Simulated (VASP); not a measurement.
```yaml
crystal:
  lattice:
    - [0.00000, 3.24537, 3.24537]
    - [3.24537, 0.00000, 3.24537]
    - [3.24537, 3.24537, 0.00000]
  atoms:
    - { symbol: K, position: [0.00000, 0.00000, 0.00000] }
    - { symbol: Br, position: [0.50000, 0.50000, 0.50000] }
```

These are MS2 meta-GGA, VASP's PBE PAW potentials (set 64) (plane waves; VASP) values and carry that method's errors. Settings: 520 eV cut-off, 7×7×7 Γ-centred mesh, Gaussian smearing of 0.050 eV, potentials K_sv Br.

Q: Estimate the energy per atom (σ→0), pressure, band gap (on the k-mesh) with the smallest direct gap where there is one.

A: 
```yaml
band gap (on the k-mesh): 5.29 eV
smallest direct gap (on the k-mesh): 5.29 eV
energy per atom (σ→0): -6.291 eV/atom
pressure: 1.10 GPa
```

The compound is KBr in the rock salt structure. This cell is one point of a volume scan, at 0.94 of the reference volume.
